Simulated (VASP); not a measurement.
# A VASP study of Ti5Si3 (LDA): structure first, properties next, part 2 of 2

Aim: relax Ti5Si3, then compute properties on the relaxed cell. The start is a cell from a database of measured crystal structures.

VASP 6.6.1; LDA; plane waves and PAW (Ti_sv, Si).

Still holding for the runs below: The k-mesh is coarse for a metal.

So far. Step 5 (Band structure (LDA)): Of the bands kept, 4 cross the Fermi level on this path. Step 6 (Total and projected DOS (LDA)): The finer mesh and the other smearing move the Fermi level by -0.01 eV from the 4×4×5 run, a small shift, which tests the Fermi level alone. Of the states within 0.3 eV of the Fermi level, the largest shares in the PAW spheres are Ti d 67 %. The rest lies in smaller channels or between the spheres. The relaxed cell has a = 7.344, c = 5.010 Å (conventional setting).

**7. Core-level energies (LDA)**

Core levels shift with the potential at each site, so they tell like atoms on unlike sites apart.

Input file INCAR:

```
SYSTEM = Ti5Si3
PREC = Accurate
ENCUT = 400
EDIFF = 1E-06
NELM = 100
ISMEAR = 1
SIGMA = 0.2
LREAL = .FALSE.
ALGO = Normal
GGA = CA
NBANDS = 89
LASPH = .TRUE.
LORBIT = 11
LWAVE = .FALSE.
LCHARG = .FALSE.
KPAR = 8
ICORELEVEL = 1
```

Input file POSCAR:

```
Ti5Si3
1.0
    7.3444145200      0.0000000000      0.0000000000
   -3.6722072600      6.3604495503      0.0000000000
    0.0000000000      0.0000000000      5.0104887174
Ti Si
10 6
Direct
    0.3333333333      0.6666666667      0.0000000000
    0.6666666667      0.3333333333      0.5000000000
    0.6666666667      0.3333333333      0.0000000000
    0.3333333333      0.6666666667      0.5000000000
    0.2493050742      0.0000000000      0.2500000000
    0.2493050742      0.2493050742      0.7500000000
    0.0000000000      0.2493050742      0.2500000000
    0.7506949258      0.0000000000      0.7500000000
    0.7506949258      0.7506949258      0.2500000000
    0.0000000000      0.7506949258      0.7500000000
    0.6077380821      0.0000000000      0.2500000000
    0.6077380821      0.6077380821      0.7500000000
    0.0000000000      0.6077380821      0.2500000000
    0.3922619179      0.0000000000      0.7500000000
    0.3922619179      0.3922619179      0.2500000000
    0.0000000000      0.3922619179      0.7500000000
```

Input file KPOINTS:

```
Automatic mesh
0
Gamma
4 4 5
0 0 0
```

PAW data sets: Ti_sv and Si (LDA family, release 64).

The run is started by

```sh
> mpirun -np 8 vasp_std
```

Wall time 33 s (8 MPI ranks of Intel Xeon 6975P-C (Granite Rapids), shared host); peak memory 2.5 GiB.

These are scalar-relativistic Kohn-Sham levels of the ground state, with no core hole, so they are not binding energies.

This step gave:

| Item | Value |
| --- | --- |
| SCF cycles | 16 |
| bands | 89 |
| irreducible k-points | 12 |
| free energy (TOTEN) | -134.6074 eV |
| Fermi energy | 9.548 eV |
| pressure | -0.01517 GPa |

Kohn-Sham core levels. Core levels, by row, the first 40 of 48 rows:

```
atom  shell  level below the Fermi level (eV)
 Ti1     1s                              4838
 Ti1     2s                             527.9
 Ti1     2p                             436.9
 Ti2     1s                              4838
 Ti2     2s                             527.9
 Ti2     2p                             436.9
 Ti3     1s                              4838
 Ti3     2s                             527.9
 Ti3     2p                             436.9
 Ti4     1s                              4838
 Ti4     2s                             527.9
 Ti4     2p                             436.9
 Ti5     1s                              4839
 Ti5     2s                             528.7
 Ti5     2p                             437.7
 Ti6     1s                              4839
 Ti6     2s                             528.7
 Ti6     2p                             437.7
 Ti7     1s                              4839
 Ti7     2s                             528.7
 Ti7     2p                             437.7
 Ti8     1s                              4839
 Ti8     2s                             528.7
 Ti8     2p                             437.7
 Ti9     1s                              4839
 Ti9     2s                             528.7
 Ti9     2p                             437.7
Ti10     1s                              4839
Ti10     2s                             528.7
Ti10     2p                             437.7
Si11     1s                              1769
Si11     2s                             131.9
Si11     2p                             88.84
Si12     1s                              1769
Si12     2s                             131.9
Si12     2p                             88.84
Si13     1s                              1769
Si13     2s                             131.9
Si13     2p                             88.84
Si14     1s                              1769
```

The Ti 2p level differs by about 0.8 eV between unlike sites.

**8. Field gradients at the nuclei (LDA)**

Field gradients probe how far the charge around each nucleus departs from cubic symmetry; LASPH keeps the non-spherical terms inside the spheres.

INCAR: that of step 7 with these lines changed.

```diff
@@ -3,3 +3,3 @@
 ENCUT = 400
-EDIFF = 1E-06
+EDIFF = 1E-07
 NELM = 100
@@ -16,2 +16,2 @@
 KPAR = 8
-ICORELEVEL = 1
+LEFG = .TRUE.
```

POSCAR is that of step 7.

KPOINTS is that of step 7.

The run is started by

```sh
> mpirun -np 8 vasp_std
```

Wall time 38 s (8 MPI ranks); peak memory 2.5 GiB; 4.2 min of CPU time.

Numbers from this step:

- SCF cycles: 17
- pressure: -0.004498 GPa

Electric field gradients, by row:

```
atom  Vxx (V/Å²)  Vyy (V/Å²)  Vzz (V/Å²)  asymmetry
 Ti1       1.672       1.663      -3.335      0.003
 Ti2       1.672       1.663      -3.335      0.003
 Ti3       1.672       1.663      -3.335      0.003
 Ti4       1.672       1.663      -3.335      0.003
 Ti5       25.56       8.328      -33.88      0.508
 Ti6       25.56       8.328      -33.89      0.509
 Ti7       25.56       8.328      -33.88      0.508
 Ti8       25.56       8.328      -33.88      0.508
 Ti9       25.56       8.328      -33.89      0.509
Ti10       25.56       8.328      -33.88      0.508
Si11      -29.33      -4.158       33.49      0.752
Si12      -29.33      -4.158       33.49      0.752
Si13      -29.33      -4.158       33.49      0.752
Si14      -29.33      -4.158       33.49      0.752
Si15      -29.33      -4.158       33.49      0.752
Si16      -29.33      -4.158       33.49      0.752
```

The largest gradient, -33.89 V/Å², sits on Ti6 and like sites; times the quadrupole moment of a nucleus that has one, it gives the coupling that NMR and NQR see.

**9. Summary of results**

| Quantity | Value |
| --- | --- |
| relaxed volume | 14.63 Å³/atom |
| relaxed conventional cell a, b, c | 7.344, 7.344, 5.010 Å; angles 90.0, 90.0, 120.0° |
| space group after relaxing, within 0.02 Å | P6_3/mcm (No. 193) |
| band gap | none, a metal |
| DOS at the Fermi level | 8.63 states/eV/cell |
| shallowest level of the frozen cores | Si11 2p, 88.8 eV deep |
| largest field gradient Vzz | -33.89 V/Å² on Ti6 |

With LDA, Ti5Si3 relaxes to 14.63 Å³/atom in space group P6_3/mcm (held by the symmetry of the run) and comes out as a metal. Against the listed cell the volume lies -6.0 % (a -1.6 %, c -2.9 %). Band structure (LDA): Of the bands kept, 4 cross the Fermi level on this path. The k-sampling is coarse for a metal, so the Fermi level, pressures and the shape of the cell carry errors. No search among competing phases was made, and a listed structure need not be the one stable at ambient conditions. All values are for a static lattice at zero temperature.

[Lines on the potential files, build, host, timing and source positions are cut from VASP's logs without a mark.]

[Logs are printed without paths, hosts, clocks, repeated set-up lines and the standing remarks that a program may print on its own settings, such as how far it seeks lower states.]

[Hosts, paths, dates, database ids (printed as entryN), source tags and the programs' standing remarks are cut or masked in the printed files.]

[A measured line is paired with the nearest computed mode of its activity, which favours agreement.]

[In band tables of VASP the shares of atoms and orbitals are scaled to a sum of 1 inside the atoms' spheres.]
